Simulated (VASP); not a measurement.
**GW-BSE spectrum of SiO2**

Aim: the optical spectrum of SiO2 with the electron-hole interaction. The cell has space group P4_32_12. The start is a cell from a database of measured crystal structures.

Method: LDA; plane waves and PAW (Si_GW, O_GW), in the first sound run; inputs show where later runs differ, in VASP 6.6.1.

## Step 1: The starting structure

The structure is tetragonal, space group P4_32_12 (No. 96). The conventional cell has a = 4.933 Å, b = 4.933 Å, c = 6.465 Å, α = 90.00°, β = 90.00°, γ = 90.00°. Nearest to Si lie 4 O at 1.62 Å. O has 2 Si at 1.62 Å nearest. Farther neighbours and most contacts between anions are not listed.

Structure file:

```
Si O
1.0
     4.93290    0.00000    0.00000
     0.00000    4.93290    0.00000
     0.00000    0.00000    6.46450
Si O
4 8
Direct
  0.81771 0.81771 0.50000
  0.68229 0.31771 0.25000
  0.18230 0.18230 0.00000
  0.31771 0.68229 0.75000
  0.26834 0.36457 0.80193
  0.13543 0.76834 0.55193
  0.73166 0.63543 0.30193
  0.86457 0.23166 0.05193
  0.76834 0.13543 0.44807
  0.63543 0.73166 0.69807
  0.23166 0.86457 0.94807
  0.36457 0.26834 0.19807
```

## Step 2: Ground state

The orbitals come from a self-consistent LDA run with a tight EDIFF and a narrow smearing. KPOINTS_OPT adds the bands along a path, which shows whether the mesh holds the band edges.

INCAR reads:

```
SYSTEM = SiO2
PREC = Accurate
ENCUT = 440
EDIFF = 1E-08
NELM = 100
ISMEAR = 0
SIGMA = 0.01
LREAL = .FALSE.
ALGO = Normal
GGA = CA
NBANDS = 44
LORBIT = 11
LWAVE = .TRUE.
LCHARG = .FALSE.
KPAR = 8
```

POSCAR reads:

```
SiO2
1.0
    4.9329000000      0.0000000000      0.0000000000
    0.0000000000      4.9329000000      0.0000000000
    0.0000000000      0.0000000000      6.4645000000
Si O
4 8
Direct
    0.8177050000      0.8177050000      0.5000000000
    0.6822950000      0.3177050000      0.2500000000
    0.1822950000      0.1822950000      0.0000000000
    0.3177050000      0.6822950000      0.7500000000
    0.2683400000      0.3645700000      0.8019300000
    0.1354300000      0.7683400000      0.5519300000
    0.7316600000      0.6354300000      0.3019300000
    0.8645700000      0.2316600000      0.0519300000
    0.7683400000      0.1354300000      0.4480700000
    0.6354300000      0.7316600000      0.6980700000
    0.2316600000      0.8645700000      0.9480700000
    0.3645700000      0.2683400000      0.1980700000
```

KPOINTS reads:

```
Automatic mesh
0
Gamma
4 4 4
0 0 0
```

KPOINTS_OPT reads:

```
Line mode
8
Line-mode
Reciprocal
  0.00000000   0.00000000   0.00000000 GAMMA
  0.00000000   0.50000000   0.00000000 X

  0.00000000   0.50000000   0.00000000 X
  0.50000000   0.50000000   0.00000000 M

  0.50000000   0.50000000   0.00000000 M
  0.00000000   0.00000000   0.00000000 GAMMA

  0.00000000   0.00000000   0.00000000 GAMMA
  0.00000000   0.00000000   0.50000000 Z

  0.00000000   0.00000000   0.50000000 Z
  0.00000000   0.50000000   0.50000000 R

  0.00000000   0.50000000   0.50000000 R
  0.50000000   0.50000000   0.50000000 A

  0.50000000   0.50000000   0.50000000 A
  0.00000000   0.00000000   0.50000000 Z

  0.00000000   0.50000000   0.00000000 X
  0.00000000   0.50000000   0.50000000 R

  0.50000000   0.50000000   0.00000000 M
  0.50000000   0.50000000   0.50000000 A
```

The projector-augmented-wave data sets are Si_GW and O_GW (LDA family, release 64).

Launch:

```sh
$ mpirun -np 8 vasp_std
```

Log:

```text
[banner, memory and clock lines left out]
running    8 mpi-ranks, on    1 nodes
 distrk:  each k-point on    1 cores,    8 groups
 distr:  one band on    1 cores,    1 groups

 POSCAR found type information on POSCAR SiO
 POSCAR found :  2 types and      12 ions
|                                                                             |
|           W    W    AA    RRRRR   N    N  II  N    N   GGGG   !!!           |
|           W    W   A  A   R    R  NN   N  II  NN   N  G    G  !!!           |
|           W    W  A    A  R    R  N N  N  II  N N  N  G       !!!           |
|           W WW W  AAAAAA  RRRRR   N  N N  II  N  N N  G  GGG   !            |
|           WW  WW  A    A  R   R   N   NN  II  N   NN  G    G                |
|           W    W  A    A  R    R  N    N  II  N    N   GGGG   !!!           |
|                                                                             |
|     For optimal performance we recommend to set                             |
|       NCORE = 2 up to number-of-cores-per-socket                            |
|     NCORE specifies how many cores store one orbital (NPAR=cpu/NCORE).      |
|     This setting can greatly improve the performance of VASP for DFT.       |
|     The default, NCORE=1 might be grossly inefficient on modern             |
|     multi-core architectures or massively parallel machines. Do your        |
|     Unfortunately you need to use the default for GW and RPA                |
|     calculations (for HF NCORE is supported but not extensively tested      |
|     yet).                                                                   |
|                                                                             |

 LDA part: xc-table for (Slater(with rela. corr.)+CA(PZ))
 , standard interpolation
 POSCAR, INCAR and KPOINTS ok, starting setup
 FFT: planning ... GRIDC
 FFT: planning ... GRID_SOFT
 FFT: planning ... GRID
 WAVECAR not read
 entering main loop
       N       E                     dE             d eps       ncg     rms          rms(c)
DAV:   1     0.588503602003E+03    0.58850E+03   -0.29104E+04  1736   0.122E+03
DAV:   2    -0.609374028285E+02   -0.64944E+03   -0.61199E+03  2480   0.524E+02
DAV:   3    -0.113771222584E+03   -0.52834E+02   -0.52219E+02  2156   0.142E+02
DAV:   4    -0.116781954589E+03   -0.30107E+01   -0.30013E+01  2656   0.431E+01
DAV:   5    -0.116851653859E+03   -0.69699E-01   -0.69596E-01  2176   0.553E+00    0.210E+01
DAV:   6    -0.104181331488E+03    0.12670E+02   -0.48174E+01  2576   0.514E+01    0.624E+00
DAV:   7    -0.103944456057E+03    0.23688E+00   -0.14069E+00  2140   0.643E+00    0.398E+00
DAV:   8    -0.103761089831E+03    0.18337E+00   -0.29419E-01  2028   0.610E+00    0.501E-01
DAV:   9    -0.103760473228E+03    0.61660E-03   -0.49982E-02  2964   0.183E+00    0.147E-01
DAV:  10    -0.103761083572E+03   -0.61034E-03   -0.14721E-03  2176   0.251E-01    0.481E-02
DAV:  11    -0.103761084875E+03   -0.13035E-05   -0.30006E-04  2676   0.118E-01    0.256E-02
DAV:  12    -0.103761074279E+03    0.10596E-04   -0.33476E-05  2464   0.443E-02    0.121E-02
DAV:  13    -0.103761072709E+03    0.15700E-05   -0.10155E-05  2200   0.205E-02    0.223E-03
DAV:  14    -0.103761072809E+03   -0.10001E-06   -0.14474E-06  2292   0.874E-03    0.960E-04
DAV:  15    -0.103761072801E+03    0.86102E-08   -0.89682E-08  2304   0.210E-03
   1 F= -.10376107E+03 E0= -.10376107E+03  d E =-.451634E-20
 Start KPOINTS_OPT (optional k-point list driver)
k-point batch [1-18\72]
       N       E                     dE             ncg
DAV:   1     0.403609853793E+04   -0.15464E+05     1736
DAV:   2    -0.648138039795E+04   -0.10517E+05     2504
DAV:   3    -0.737469226785E+04   -0.89331E+03     2240
DAV:   4    -0.743009355235E+04   -0.55401E+02     2624
DAV:   5    -0.743123171796E+04   -0.11382E+01     2264
DAV:   6    -0.743132277260E+04   -0.91055E-01     2896
DAV:   7    -0.743132368315E+04   -0.91055E-03     2368
DAV:   8    -0.743132373951E+04   -0.56358E-04     2752
DAV:   9    -0.743132374082E+04   -0.13124E-05     2312
DAV:  10    -0.743132374094E+04   -0.11944E-06     1712
DAV:  11    -0.743132374095E+04   -0.65311E-08     1416
[...]
k-point batch [55-72\72]
       N       E                     dE             ncg
DAV:   1     0.407304456011E+04   -0.21413E+05     1736
DAV:   2    -0.647982335001E+04   -0.10553E+05     2512
DAV:   3    -0.738371946613E+04   -0.90390E+03     2256
DAV:   4    -0.743631693357E+04   -0.52597E+02     2600
DAV:   5    -0.743737244920E+04   -0.10555E+01     2316
DAV:   6    -0.743743983572E+04   -0.67387E-01     2872
DAV:   7    -0.743744065041E+04   -0.81469E-03     2380
DAV:   8    -0.743744068665E+04   -0.36240E-04     2648
DAV:   9    -0.743744068736E+04   -0.70962E-06     2340
DAV:  10    -0.743744068742E+04   -0.60922E-07     1632
DAV:  11    -0.743744068742E+04   -0.16735E-08     1344
 writing wavefunctions
```

The job ended after 80 s (8 MPI ranks of Intel Xeon Platinum 8375C at 2.90GHz (Ice Lake), shared host; peak memory 2.5 GiB; 10 min of CPU time).

Lines that name or quote the potential files are left out of all logs, and their timing lines are given in words.

OUTCAR, selected parts (step 2):

```text
ion  position               nearest neighbor table
   1  0.818  0.818  0.500-   7 1.62  10 1.62   9 1.62   6 1.62   2 3.02   4 3.02   2 3.02   4 3.02

  LATTYP: Found a simple tetragonal cell.
 ALAT       =     4.9329000000
 C/A-ratio  =     1.3104867319

 Subroutine GETGRP returns: Found  8 space group operations
 (whereof  2 operations were pure point group operations)

The static configuration has the point symmetry C_2 .
 The point group associated with its full space group is D_4 .

 Found     18 irreducible k-points:

   k-points           NKPTS =     18   k-points in BZ     NKDIM =     18   number of bands    NBANDS=     44

   dimension x,y,z NGX =    36 NGY =   36 NGZ =   48
   dimension x,y,z NGXF=    72 NGYF=   72 NGZF=   96

   ENCUT  =  440.0 eV  32.34 Ry    5.69 a.u.   8.44  8.44 11.06*2*pi/ulx,y,z

   NELECT =      64.0000    total number of electrons

 k-points in reciprocal lattice and weights: Automatic mesh
   0.00000000  0.00000000  0.00000000       0.016
   0.25000000  0.00000000  0.00000000       0.062
   0.50000000  0.00000000  0.00000000       0.031
   0.25000000  0.25000000  0.00000000       0.062
   0.50000000  0.25000000  0.00000000       0.062
   0.50000000  0.50000000  0.00000000       0.016
   0.00000000  0.00000000  0.25000000       0.031
   0.25000000  0.00000000  0.25000000       0.125
   0.50000000  0.00000000  0.25000000       0.062
[...]
0.50000000  0.25000000  0.50000000       0.062
   0.50000000  0.50000000  0.50000000       0.016

 average (electrostatic) potential at core
       1 -72.2907       2 -72.2907       3 -72.2907       4 -72.2907       5 -74.1303
       6 -74.1303       7 -74.1303       8 -74.1303       9 -74.1303      10 -74.1303
      11 -74.1303      12 -74.1303

 E-fermi :   0.4778

 k-point     1 :       0.0000    0.0000    0.0000
  band No.  band energies     occupation
    ...
     28      -0.9286      2.00000
     29      -0.4231      2.00000
     30      -0.0470      2.00000
     31      -0.0470      2.00000
     32       0.4165      2.00000
     33       5.8997      0.00000
     34       8.9122      0.00000
     35       8.9122      0.00000
     36       9.5232      0.00000
     37       9.7700      0.00000
    ...

 k-point     2 :       0.2500    0.0000    0.0000
  band No.  band energies     occupation
    ...
     28      -0.6600      2.00000
     29      -0.5244      2.00000
     30      -0.1397      2.00000
     31      -0.1153      2.00000
     32       0.2453      2.00000
     33       6.5863      0.00000
     34       9.0603      0.00000
     35       9.0610      0.00000
     36       9.3014      0.00000
     37       9.3723      0.00000
    ...

 k-point     3 :       0.5000    0.0000    0.0000
  band No.  band energies     occupation
    ...
     28      -0.5519      2.00000
     29      -0.3132      2.00000
     30      -0.3132      2.00000
     31      -0.1288      2.00000
     32      -0.1288      2.00000
     33       8.0137      0.00000
     34       8.0137      0.00000
     35       9.2703      0.00000
     36       9.2703      0.00000
     37       9.8631      0.00000
    ...

  Total       -6.3674209     -6.3674209     -3.1131188     -0.0000000      0.0000000      0.0000000
  in kB      -64.8536735    -64.8536735    -31.7078443     -0.0000000      0.0000000      0.0000000
  external PRESSURE =     -53.8050638 kB  Pullay stress =       0.0000000 kB

  energy-cutoff  :      440.00
  volume of cell :      157.30
      direct lattice vectors                 reciprocal lattice vectors
     4.932900000  0.000000000  0.000000000     0.202720509  0.000000000  0.000000000
     0.000000000  4.932900000  0.000000000     0.000000000  0.202720509  0.000000000
     0.000000000  0.000000000  6.464500000     0.000000000  0.000000000  0.154691005

 POSITION                                       TOTAL-FORCE (eV/Angst)
 -----------------------------------------------------------------------------------
      4.03366      4.03366      3.23225         0.003049      0.003049     -0.000000
      3.36569      1.56721      1.61613        -0.003049      0.003049     -0.000000
      0.89924      0.89924      0.00000        -0.003049     -0.003049     -0.000000
      1.56721      3.36569      4.84837         0.003049     -0.003049     -0.000000
      1.32369      1.79839      5.18408         0.000721      0.198425      0.119106
      0.66806      3.79014      3.56795        -0.198425      0.000721      0.119106
      3.60921      3.13451      1.95183        -0.000721     -0.198425      0.119106
      4.26484      1.14276      0.33570         0.198425     -0.000721      0.119106
      3.79014      0.66806      2.89655         0.000721     -0.198425     -0.119106
      3.13451      3.60921      4.51267        -0.198425     -0.000721     -0.119106
      1.14276      4.26484      6.12880        -0.000721      0.198425     -0.119106
      1.79839      1.32369      1.28042         0.198425      0.000721     -0.119106
 -----------------------------------------------------------------------------------
    total drift:                               -0.000000      0.000000      0.000000

  FREE ENERGIE OF THE ION-ELECTRON SYSTEM (eV)
  ---------------------------------------------------
  free  energy   TOTEN  =      -103.7610728005 eV

  energy  without entropy=     -103.7610728005  energy(sigma->0) =     -103.76107280

 total charge
# of ion       s       p       d       tot
------------------------------------------
    1        0.622   0.972   0.512   2.106
    2        0.622   0.972   0.512   2.106
    3        0.622   0.972   0.512   2.106
    4        0.622   0.972   0.512   2.106
    5        1.514   3.621   0.000   5.135
    6        1.514   3.621   0.000   5.135
    7        1.514   3.621   0.000   5.135
    8        1.514   3.621   0.000   5.135
    9        1.514   3.621   0.000   5.135
   10        1.514   3.621   0.000   5.135
   11        1.514   3.621   0.000   5.135
   12        1.514   3.621   0.000   5.135
--------------------------------------------------
tot         14.598  32.859   2.047  49.503

[... 3 further parts left out ...]
```

This step gave:

```yaml
free_energy_toten: -103.7611 eV
fermi_energy: 0.4778 eV
pressure: -5.381 GPa
least_gap_on_mesh_and_path: 5.483 eV
least_direct_gap_on_mesh_and_path: 5.483 eV
```

The highest empty bands on the path are converged less tightly, to about 0.1 eV. Electronic bands along the path, in eV, zero at the valence-band top; v1 is the highest filled band, c1 the lowest empty one:

| point | v4 | v3 | v2 | v1 | c1 | c2 | c3 | c4 |
| --- | --- | --- | --- | --- | --- | --- | --- | --- |
| Γ | -0.84 | -0.46 | -0.46 | 0.00 | 5.48 | 8.50 | 8.50 | 9.11 |
| 0.43 of the way | -0.93 | -0.53 | -0.51 | -0.13 | 6.00 | 8.61 | 8.61 | 8.88 |
| X | -0.73 | -0.73 | -0.55 | -0.55 | 7.60 | 7.60 | 8.85 | 8.85 |
| 0.43 of the way | -0.72 | -0.72 | -0.53 | -0.53 | 7.85 | 7.85 | 8.58 | 8.58 |
| M | -0.59 | -0.59 | -0.50 | -0.50 | 8.34 | 8.34 | 8.44 | 8.44 |
| 0.43 of the way | -0.84 | -0.71 | -0.58 | -0.32 | 7.07 | 8.24 | 8.63 | 8.79 |
| Γ | -0.84 | -0.46 | -0.46 | 0.00 | 5.48 | 8.50 | 8.50 | 9.11 |
| 0.43 of the way | -0.82 | -0.68 | -0.46 | -0.09 | 5.79 | 8.08 | 8.77 | 9.10 |
| Z | -0.72 | -0.72 | -0.42 | -0.42 | 6.89 | 6.89 | 8.88 | 8.88 |
| 0.57 of the way | -0.90 | -0.90 | -0.29 | -0.29 | 7.39 | 7.39 | 9.14 | 9.14 |
| R | -0.91 | -0.91 | -0.23 | -0.23 | 7.94 | 7.94 | 8.93 | 8.93 |
| 0.43 of the way | -0.84 | -0.84 | -0.27 | -0.27 | 8.12 | 8.12 | 8.95 | 8.95 |
| A | -0.51 | -0.51 | -0.51 | -0.51 | 8.80 | 8.80 | 8.80 | 8.80 |
| 0.43 of the way | -0.86 | -0.86 | -0.29 | -0.29 | 7.81 | 7.81 | 9.23 | 9.23 |
| Z | -0.72 | -0.72 | -0.42 | -0.42 | 6.89 | 6.89 | 8.88 | 8.88 |
| jump to X | -0.73 | -0.73 | -0.55 | -0.55 | 7.60 | 7.60 | 8.85 | 8.85 |
| 0.43 of the way | -0.86 | -0.86 | -0.37 | -0.37 | 7.71 | 7.71 | 8.90 | 8.90 |
| R | -0.91 | -0.91 | -0.23 | -0.23 | 7.94 | 7.94 | 8.93 | 8.93 |
| jump to M | -0.59 | -0.59 | -0.50 | -0.50 | 8.34 | 8.34 | 8.44 | 8.44 |
| 0.43 of the way | -0.58 | -0.58 | -0.49 | -0.49 | 8.48 | 8.48 | 8.56 | 8.56 |
| A | -0.51 | -0.51 | -0.51 | -0.51 | 8.80 | 8.80 | 8.80 | 8.80 |

Of the projections kept (Si, O), the largest for each band there; the rest of the weight can lie on other orbitals:

| point | v4 | v3 | v2 | v1 | c1 | c2 | c3 | c4 |
| --- | --- | --- | --- | --- | --- | --- | --- | --- |
| Γ | O 0.94 | O 0.96 | O 0.96 | O 1.00 | O 0.70 | Si 0.80 | Si 0.80 | Si 0.81 |
| X | O 0.95 | O 0.95 | O 0.97 | O 0.97 | O 0.71 | O 0.71 | Si 0.66 | Si 0.66 |
| M | O 0.96 | O 0.96 | O 0.96 | O 0.96 | Si 0.63 | Si 0.63 | O 0.64 | O 0.64 |
| Γ | O 0.94 | O 0.96 | O 0.96 | O 1.00 | O 0.70 | Si 0.80 | Si 0.80 | Si 0.81 |
| Z | O 0.95 | O 0.95 | O 0.98 | O 0.98 | O 0.73 | O 0.73 | Si 0.81 | Si 0.81 |
| R | O 0.94 | O 0.94 | O 0.98 | O 0.98 | O 0.59 | O 0.59 | O 0.76 | O 0.76 |

The cell has a gap of 5.48 eV on mesh and path and a pressure of -5.4 GPa, which holds the misfit of the given cell and coordinates with this functional, and any error of cutoff, mesh and data sets. Forces of up to 0.23 eV/Å remain in these settings.

(Continued in part 2 of 3.)

[Lines on the potential files, build, host, timing and source positions are cut from VASP's logs without a mark.]

[Logs are printed without paths, hosts, clocks, repeated set-up lines and the standing remarks that a program may print on its own settings, such as how far it seeks lower states.]

[Hosts, paths, dates, database ids (printed as entryN), source tags and the programs' standing remarks are cut or masked in the printed files.]

[Pressures printed for these runs are not shown converged in the cutoff: they can be off by several GPa and have the wrong sign.]
